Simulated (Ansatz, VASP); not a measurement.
# Te2As: VASP beside Ansatz, part 2 of 3

One calculation is typed for both programs; each brings its own data sets. How far apart do they land? The cell is generated by rule, not measured, and may not be a known phase. The cell is taken from a series of runs on this material, whose earlier steps may have relaxed, scaled, displaced or heated it; both programs get it as it stands.

VASP 6.6.1 and Ansatz 0.2.0.

So far: Set-up; Ansatz: relaxation of cell and atoms, LDA, pair 1.

## Step 3: VASP: relaxation of cell and atoms, LDA, pair 1

Level of this step: LDA; plane waves and PAW (As, Te); invented cell (VASP).

The same cell, functional (in two slightly different forms), mesh and smearing now go to VASP, with its own data sets.

Lines of VASP's logs that name or quote its potential files are left out, and so is its time.

The input, INCAR:

```
SYSTEM = Te2As
PREC = Accurate
ENCUT = 500
EDIFF = 1E-07
NELM = 120
ISMEAR = 1
SIGMA = 0.15
LREAL = .FALSE.
ALGO = Normal
GGA = PW92
NBANDS = 23
LORBIT = 11
LWAVE = .FALSE.
LCHARG = .FALSE.
ISIF = 3
IBRION = 2
NSW = 80
EDIFFG = -0.005
LASPH = .TRUE.
GGA_COMPAT = .FALSE.
NELMIN = 4
KPAR = 2
```

The input, POSCAR:

```
Te2As
1.0
    3.8417250000     -3.0106680000      0.0000000000
    3.8417250000      3.0106680000      0.0000000000
    0.0000000000      0.0000000000      7.5188110000
As Te
2 4
Direct
    0.0851017116      0.9148982884      0.2500000000
    0.9148982884      0.0851017116      0.7500000000
    0.2608776006      0.2608776006      0.0000000000
    0.7391223994      0.7391223994      0.5000000000
    0.2608776006      0.2608776006      0.5000000000
    0.7391223994      0.7391223994      0.0000000000
```

The input, KPOINTS:

```
Automatic mesh
0
Gamma
6 6 4
0 0 0
```

PAW data sets: As and Te (LDA family, release 64).

Launch:

```sh
mpirun -np 2 vasp_std
```

Numbers of over 12 decimals in the logs are rounded to 6 here.

Log:

```text
[banner, memory and clock lines left out]
running    2 mpi-ranks, on    1 nodes
 distrk:  each k-point on    1 cores,    2 groups
 distr:  one band on    1 cores,    1 groups

 POSCAR found type information on POSCAR AsTe
 POSCAR found :  2 types and       6 ions
|                                                                             |
|               ----> ADVICE to this user running VASP <----                  |
|                                                                             |
|     You enforced a specific xc type in the INCAR file but a different       |
|     [... a line on the potential file left out ...]
|     I HOPE YOU KNOW WHAT YOU ARE DOING!                                     |
|                                                                             |

 LDA part: xc-table for (Slater(with rela. corr.)+PW92), standard interpolation
 POSCAR, INCAR and KPOINTS ok, starting setup
 FFT: planning ... GRIDC
 FFT: planning ... GRID_SOFT
 FFT: planning ... GRID
 WAVECAR not read
 entering main loop
       N       E                     dE             d eps       ncg     rms          rms(c)
DAV:   1     0.156642046926E+03    0.15664E+03   -0.12485E+04  1794   0.117E+03
DAV:   2    -0.115516567465E+02   -0.16819E+03   -0.16221E+03  2338   0.176E+02
DAV:   3    -0.244884276255E+02   -0.12937E+02   -0.12697E+02  2298   0.531E+01
DAV:   4    -0.247825132314E+02   -0.29409E+00   -0.29313E+00  2192   0.917E+00
DAV:   5    -0.247897004290E+02   -0.71872E-02   -0.71843E-02  2568   0.142E+00    0.143E+01
DAV:   6    -0.247069104930E+02    0.82790E-01   -0.10680E-01  2147   0.167E+00    0.846E+00
DAV:   7    -0.246882974036E+02    0.18613E-01   -0.70525E-02  2095   0.123E+00    0.118E+00
DAV:   8    -0.246879774292E+02    0.31997E-03   -0.53068E-03  2172   0.394E-01    0.363E-01
DAV:   9    -0.246876791016E+02    0.29833E-03   -0.10458E-03  2110   0.158E-01    0.108E-01
DAV:  10    -0.246876865568E+02   -0.74552E-05   -0.15992E-04  2193   0.572E-02    0.273E-02
DAV:  11    -0.246876848831E+02    0.16736E-05   -0.94495E-06  2154   0.162E-02    0.107E-02
DAV:  12    -0.246876851468E+02   -0.26368E-06   -0.23017E-06  2214   0.670E-03    0.304E-03
DAV:  13    -0.246876851349E+02    0.11955E-07   -0.33185E-07  1866   0.315E-03
   1 F= -.24687685E+02 E0= -.24689435E+02  d E =-.246877E+02
 curvature:   0.00 expect dE= 0.000E+00 dE for cont linesearch  0.000E+00
 trial: gam= 0.00000 g(F)=  0.110E-03 g(S)=  0.515E-03 ort = 0.000E+00 (trialstep = 0.100E+01)
 search vector abs. value=  0.624E-03
 bond charge predicted
       N       E                     dE             d eps       ncg     rms          rms(c)
DAV:   1    -0.246885977108E+02   -0.91256E-03   -0.22347E-02  1955   0.634E-01    0.220E-01
DAV:   2    -0.246880520479E+02    0.54566E-03   -0.13548E-03  2011   0.176E-01    0.100E-01
DAV:   3    -0.246878774631E+02    0.17458E-03   -0.20229E-04  2165   0.605E-02    0.379E-02
DAV:   4    -0.246877940962E+02    0.83367E-04   -0.13176E-04  2053   0.448E-02    0.358E-02
DAV:   5    -0.246877905659E+02    0.35303E-05   -0.10337E-05  2279   0.146E-02    0.356E-02
DAV:   6    -0.246877901802E+02    0.38573E-06   -0.90874E-07  2122   0.452E-03    0.176E-02
DAV:   7    -0.246877900500E+02    0.13021E-06   -0.30335E-07  1755   0.272E-03    0.195E-03
DAV:   8    -0.246877900539E+02   -0.39465E-08   -0.62545E-08  1086   0.137E-03
   2 F= -.24687790E+02 E0= -.24689580E+02  d E =-.104919E-03
 trial-energy change:   -0.000105  1 .order   -0.000104   -0.000624    0.000416
 step:   0.6000(harm=  0.6000)  dis= 0.00068  next Energy=   -24.687872 (dE=-0.187E-03)
 bond charge predicted
       N       E                     dE             d eps       ncg     rms          rms(c)
DAV:   1    -0.246880021820E+02   -0.21213E-03   -0.35803E-03  1962   0.254E-01    0.871E-02
DAV:   2    -0.246879147093E+02    0.87473E-04   -0.21649E-04  2004   0.704E-02    0.403E-02
DAV:   3    -0.246878867931E+02    0.27916E-04   -0.32396E-05  2123   0.242E-02    0.153E-02
DAV:   4    -0.246878734388E+02    0.13354E-04   -0.20950E-05  2046   0.179E-02    0.141E-02
DAV:   5    -0.246878728545E+02    0.58436E-06   -0.16825E-06  2271   0.588E-03    0.141E-02
DAV:   6    -0.246878727911E+02    0.63381E-07   -0.11722E-07  1094   0.181E-03
   3 F= -.24687873E+02 E0= -.24689647E+02  d E =-.187656E-03
 curvature:  -0.30 expect dE=-0.140E-05 dE for cont linesearch -0.105E-08
 trial: gam= 0.00983 g(F)=  0.358E-05 g(S)=  0.108E-05 ort =-0.148E-05 (trialstep = 0.920E+00)
 search vector abs. value=  0.469E-05
 reached required accuracy - stopping structural energy minimisation
```

From OUTCAR (step 3):

```text
ion  position               nearest neighbor table
   1  0.085  0.915  0.250-   3 2.80   4 2.80   5 2.80   6 2.80
   2  0.915  0.085  0.750-   3 2.80   4 2.80   5 2.80   6 2.80
   3  0.261  0.261  0.000-   1 2.80   2 2.80   6 3.02   6 3.02   6 3.67
   4  0.739  0.739  0.500-   1 2.80   2 2.80   5 3.02   5 3.02   5 3.67
   5  0.261  0.261  0.500-   1 2.80   2 2.80   4 3.02   4 3.02   4 3.67
   6  0.739  0.739  0.000-   1 2.80   2 2.80   3 3.02   3 3.02   3 3.67

  LATTYP: Found a base centered orthorhombic cell.
 ALAT       =     6.0213360000
 B/A-ratio  =     1.2760374110
 C/A-ratio  =     1.2486948079

 Subroutine GETGRP returns: Found  8 space group operations
 (whereof  4 operations were pure point group operations)

The static configuration has the point symmetry C_2h.
 The point group associated with its full space group is D_2h.

 Found     39 irreducible k-points:

   k-points           NKPTS =     39   k-points in BZ     NKDIM =     39   number of bands    NBANDS=     23

   dimension x,y,z NGX =    36 NGY =   36 NGZ =   56
   dimension x,y,z NGXF=    72 NGYF=   72 NGZF=  112

   ENCUT  =  500.0 eV  36.75 Ry    6.06 a.u.   8.90  8.90 13.71*2*pi/ulx,y,z

   NELECT =      34.0000    total number of electrons

 k-points in reciprocal lattice and weights: Automatic mesh
   0.00000000  0.00000000  0.00000000       0.007
   0.16666667 -0.00000000  0.00000000       0.028
   0.33333333 -0.00000000  0.00000000       0.028
   0.50000000 -0.00000000  0.00000000       0.014
   0.16666667  0.16666667  0.00000000       0.014
   0.33333333  0.16666667  0.00000000       0.028
   0.50000000  0.16666667  0.00000000       0.028
  -0.33333333  0.16666667  0.00000000       0.028
  -0.16666667  0.16666667  0.00000000       0.014
[...]
-0.33333333  0.33333333  0.50000000       0.014
   0.50000000  0.50000000  0.50000000       0.007

 average (electrostatic) potential at core
       1 -52.5739       2 -52.5739       3 -89.7323       4 -89.7323       5 -89.7323
       6 -89.7323

 E-fermi :   5.9580

 k-point     1 :       0.0000    0.0000    0.0000
  band No.  band energies     occupation
    ...
     12       2.7838      2.00000
     13       3.0101      2.00000
     14       3.2425      2.00000
     15       4.2248      2.00000
     16       4.6599      2.00000
     17       6.3292     -0.00259
     18       6.7343     -0.00000
     19       7.4291     -0.00000
     20       7.5059     -0.00000
     21       7.6564     -0.00000
    ...

 k-point     2 :       0.1667   -0.0000    0.0000
  band No.  band energies     occupation
    ...
     12       2.9706      2.00000
     13       2.9926      2.00000
     14       4.0319      2.00000
     15       4.2701      2.00000
     16       4.5106      2.00000
     17       6.2389     -0.02362
     18       6.3993     -0.00026
     19       7.3983     -0.00000
     20       7.5931     -0.00000
     21       7.8852     -0.00000
    ...

 k-point     3 :       0.3333   -0.0000    0.0000
  band No.  band energies     occupation
    ...
     14       3.8404      2.00000
     15       4.4433      2.00000
     16       5.2354      2.00000
     17       5.4749      2.00005
     18       5.7556      2.06690
     19       6.4945     -0.00001
     20       7.1745     -0.00000
     21       7.4989     -0.00000
     22       8.1035     -0.00000
     23       8.3354     -0.00000

  Total       -0.0053756     -0.0078942     -0.0065844      0.0000000      0.0000000      0.0000000
  in kB       -0.0494190     -0.0725722     -0.0605312      0.0000000      0.0000000      0.0000000
  external PRESSURE =      -0.0608408 kB  Pullay stress =       0.0000000 kB

  energy-cutoff  :      500.00
  volume of cell :      174.28
      direct lattice vectors                 reciprocal lattice vectors
     3.845365198 -3.012022303  0.000000000     0.130026662 -0.166001427  0.000000000
     3.845365198  3.012022303  0.000000000     0.130026662  0.166001427 -0.000000000
     0.000000000  0.000000000  7.523506367     0.000000000  0.000000000  0.132916748

 POSITION                                       TOTAL-FORCE (eV/Angst)
 -----------------------------------------------------------------------------------
      3.84537      2.49923      1.88088         0.000000     -0.000630      0.000000
      3.84537     -2.49923      5.64263         0.000000      0.000630      0.000000
      2.00702      0.00000      0.00000         0.004283     -0.000000     -0.000000
      5.68371      0.00000      3.76175        -0.004283     -0.000000     -0.000000
      2.00702      0.00000      3.76175         0.004283     -0.000000      0.000000
      5.68371      0.00000      0.00000        -0.004283     -0.000000      0.000000
 -----------------------------------------------------------------------------------
    total drift:                                0.000000     -0.000000      0.000000

  FREE ENERGIE OF THE ION-ELECTRON SYSTEM (eV)
  ---------------------------------------------------
  free  energy   TOTEN  =       -24.6878727911 eV

  energy  without entropy=      -24.6931967806  energy(sigma->0) =      -24.68964745

 reached required accuracy - stopping structural energy minimisation

 total charge
# of ion       s       p       d       tot
------------------------------------------
    1        1.355   1.252   0.047   2.653
    2        1.355   1.252   0.047   2.653
    3        1.432   1.847   0.053   3.332
    4        1.432   1.847   0.053   3.332
    5        1.432   1.847   0.053   3.332
    6        1.432   1.847   0.053   3.332
--------------------------------------------------
tot          8.436   9.892   0.305  18.633

[... 3 further parts left out ...]
```

CONTCAR:

```
Te2As
   1.00000000000000
     3.8453651977083236   -3.0120223027697861    0.0000000000000000
     3.8453651977083236    3.0120223027697861    0.0000000000000000
     0.0000000000000000    0.0000000000000000    7.5235063666859245
  As              Te
     2     4
Direct
     0.0851244231995351    0.9148755768004649    0.2500000000000000
     0.9148755768004649    0.0851244231995351    0.7500000000000000
     0.2609665666363198    0.2609665666363198    0.0000000000000000
     0.7390334333636801    0.7390334333636801    0.5000000000000000
     0.2609665666363198    0.2609665666363198    0.5000000000000000
     0.7390334333636801    0.7390334333636801    0.0000000000000000
```

The run keeps the 8 symmetry operations of its start, so it cannot find a distortion of lower symmetry.

## Step 4: Differences

Known differences besides the potentials themselves: the data sets hold 94 valence electrons in Ansatz (on its default PAW (the set named soft_2) files) and 34 in VASP; the cutoff is 420 eV in Ansatz and 500 eV in VASP; VASP's log shows a relativistic correction to its local exchange, Ansatz's none; Ansatz adds a Pulay correction to the stress that steers its cell, VASP none. Total energies have different zeros and are not compared.

Compared:

| quantity | Ansatz | VASP | difference |
| --- | --- | --- | --- |
| volume (Å³) | 173.93 | 174.28 | -0.20 % |
| edge a after relaxation, in the typed setting (Å) | 4.881 | 4.885 | -0.08 % |
| edge c after relaxation, in the typed setting (Å) | 7.519 | 7.524 | -0.06 % |

## Step 5: VASP: relaxation of cell and atoms, LDA, pair 2

The relaxed volume is the usual yardstick between codes: in a stiff, nearly cubic crystal its relative difference is about their pressure difference at one cell divided by the bulk modulus.

INCAR is that of step 3.

The input, POSCAR:

```
Te2As
1.0
    3.7657470000      0.0000000000      0.0000000000
    0.0000000000      3.7657470000      0.0000000000
    0.0000000000      0.0000000000     12.2202020000
As Te
2 4
Direct
    0.4999998672      0.5000000000      0.5000000000
    0.9999998672      0.0000000000      0.0000000000
    0.9999998672      0.5000000000      0.1602110178
    0.4999998672      0.0000000000      0.8397889822
    0.9999998672      0.5000000000      0.6602110178
    0.4999998672      0.0000000000      0.3397889822
```

The input, KPOINTS:

```
Automatic mesh
0
Gamma
8 8 4
0 0 0
```

Launch:

```sh
mpirun -np 2 vasp_std
```

Log:

```text
[banner, memory and clock lines left out]
running    2 mpi-ranks, on    1 nodes
[...]
[... a notice as in an earlier step ...]

 LDA part: xc-table for (Slater(with rela. corr.)+PW92), standard interpolation
 POSCAR, INCAR and KPOINTS ok, starting setup
[...]
entering main loop
       N       E                     dE             d eps       ncg     rms          rms(c)
DAV:   1     0.153031627601E+03    0.15303E+03   -0.12635E+04  2070   0.118E+03
DAV:   2    -0.120726100514E+02   -0.16510E+03   -0.15978E+03  2769   0.176E+02
DAV:   3    -0.245867916677E+02   -0.12514E+02   -0.12220E+02  2575   0.519E+01
DAV:   4    -0.248591660769E+02   -0.27237E+00   -0.27124E+00  2595   0.882E+00
[...]
DAV:  11    -0.247963028111E+02    0.77124E-06   -0.13592E-06  2509   0.652E-03    0.917E-03
DAV:  12    -0.247963026419E+02    0.16920E-06   -0.72955E-07  2427   0.384E-03    0.357E-03
DAV:  13    -0.247963026589E+02   -0.17078E-07   -0.88703E-08  1413   0.150E-03
   1 F= -.24796303E+02 E0= -.24796232E+02  d E =-.247963E+02
[... from here on, the cycles between the ionic steps are left out ...]
   2 F= -.24796915E+02 E0= -.24796873E+02  d E =-.612154E-03
   3 F= -.24796957E+02 E0= -.24796911E+02  d E =-.654043E-03
   4 F= -.24797264E+02 E0= -.24797229E+02  d E =-.306988E-03
   5 F= -.24797345E+02 E0= -.24797317E+02  d E =-.388253E-03
   6 F= -.24797354E+02 E0= -.24797325E+02  d E =-.397106E-03
   7 F= -.24797372E+02 E0= -.24797347E+02  d E =-.186549E-04
   8 F= -.24797394E+02 E0= -.24797375E+02  d E =-.397282E-04
[...]
reached required accuracy - stopping structural energy minimisation
```

From OUTCAR (step 5):

```text
  Total        0.0106210      0.0106210      0.0258740      0.0000000      0.0000000      0.0000000
  in kB        0.0983569      0.0983569      0.2396094      0.0000000      0.0000000      0.0000000
  external PRESSURE =       0.1454411 kB  Pullay stress =       0.0000000 kB

 POSITION                                       TOTAL-FORCE (eV/Angst)
 -----------------------------------------------------------------------------------
      1.87997      1.87997      6.11893         0.000000      0.000000      0.000000
      3.75995      0.00000     -0.00000         0.000000      0.000000      0.000000
      3.75995      1.87997      1.96760         0.000000      0.000000      0.002910
      1.87997      0.00000     10.27026         0.000000      0.000000     -0.002910
      3.75995      1.87997      8.08653         0.000000      0.000000      0.002910
      1.87997      0.00000      4.15133        -0.000000      0.000000     -0.002910
 -----------------------------------------------------------------------------------
    total drift:                                0.000718     -0.000000      0.000000

  FREE ENERGIE OF THE ION-ELECTRON SYSTEM (eV)
  ---------------------------------------------------
  free  energy   TOTEN  =       -24.7973935365 eV

  energy  without entropy=      -24.7973386739  energy(sigma->0) =      -24.79737525

[... 1 part as in an earlier step ...]

[... 3 further parts left out ...]
[key lines of the parts left out:]
E-fermi :   6.0502
```

The run keeps the 16 symmetry operations of its start, so it cannot find a distortion of lower symmetry.

## Step 6: Ansatz: relaxation of cell and atoms, LDA, pair 2

The same cell, functional (in two slightly different forms), mesh and smearing now go to Ansatz, which takes its cutoff from its data sets.

The cell is taken from a series of runs on this material, whose earlier steps may have relaxed, scaled, displaced or heated it; both programs get it as it stands.

The input, input.yaml:

```yaml
crystal:
  lattice:
    - [3.7657465406, 0.0, 0.0]
    - [0.0, 3.7657465406, 0.0]
    - [0.0, 0.0, 12.2202017916]
  atoms:
    - { symbol: As, position: [0.5, 0.5, 0.5] }
    - { symbol: As, position: [0.0, 0.0, 0.0] }
    - { symbol: Te, position: [0.0, 0.5, 0.1602110312] }
    - { symbol: Te, position: [0.5, 0.0, 0.8397889688] }
    - { symbol: Te, position: [0.0, 0.5, 0.6602110312] }
    - { symbol: Te, position: [0.5, 0.0, 0.3397889688] }
kpoints:
  mp_grid: { grid: [8, 8, 4] }
hamiltonian:
  xc: lda
scf:
  occupations: { method: methfessel_paxton, width: 0.15 }
output:
  forces: true
  stress: true
  eigenvalues: true
relax:
  adjacent_minimum: "off"
  f_tol: 0.001
  max_steps: 60
  cell: { stress_tol: 0.01 }
```

Launch:

```sh
ansatz run input.yaml --threads 8 --pin off --max-ram 14336MiB --backend cpu --events-out ev --progress --plain --runs-dir out
```

Log:

```text
[...]
Crystal: 6 atoms, lattice volume = 173.293 Å³
Basis set: ecut = 420 eV, 3369 PW (Γ)
Bands: 57, of which v1, the nominal top of the filled ones, is band 47 counted from 1 (46 counted from 0)
Symmetry: 16 space group operations
[...]
k-points: 45 of 256
[...]
cell:  # Å, volume = 172.8354 Å³
    - [3.759397, 0, 0.0]
    - [0, 3.759397, 0.0]
    - [0.0, 0.0, 12.229147]
  atoms:
    - { symbol: As, position: [0.500000, 0.500000, 0.5] }
    - { symbol: As, position: [0, 0, 0] }
    - { symbol: Te, position: [0, 0.500000, 0.160546] }
    - { symbol: Te, position: [0.500000, 0, 0.839454] }
    - { symbol: Te, position: [0, 0.500000, 0.660546] }
    - { symbol: Te, position: [0.500000, 0, 0.339454] }
[key lines of the parts left out:]
SCF converged after 8 iterations
Free energy (F): -36854.948047 eV
Fermi energy:    9.388965 eV
P = ⅓ Tr σ = 0.0001 GPa (0.001 kbar)
```

## Step 7: Comparison

What differs besides the data sets and the points named for the pairs above, as far as they apply: the data sets hold 94 valence electrons in Ansatz (on its default PAW (the set named soft_2) files) and 34 in VASP. Total energies have different zeros and are not compared.

Compared:

```
                                         quantity  Ansatz    VASP  difference
                                      volume (Å³)  172.84  173.01     -0.10 %
edge a after relaxation, in the typed setting (Å)   3.759   3.760     -0.01 %
edge c after relaxation, in the typed setting (Å)  12.229  12.238     -0.07 %
```

[end of part 2 of 3]

[Lines on the potential files, build, host, timing and source positions are cut from VASP's logs without a mark.]

[Logs are printed without paths, hosts, clocks, repeated set-up lines and the standing remarks that a program may print on its own settings, such as how far it seeks lower states.]

[Hosts, paths, dates, database ids (printed as entryN), source tags and the programs' standing remarks are cut or masked in the printed files.]
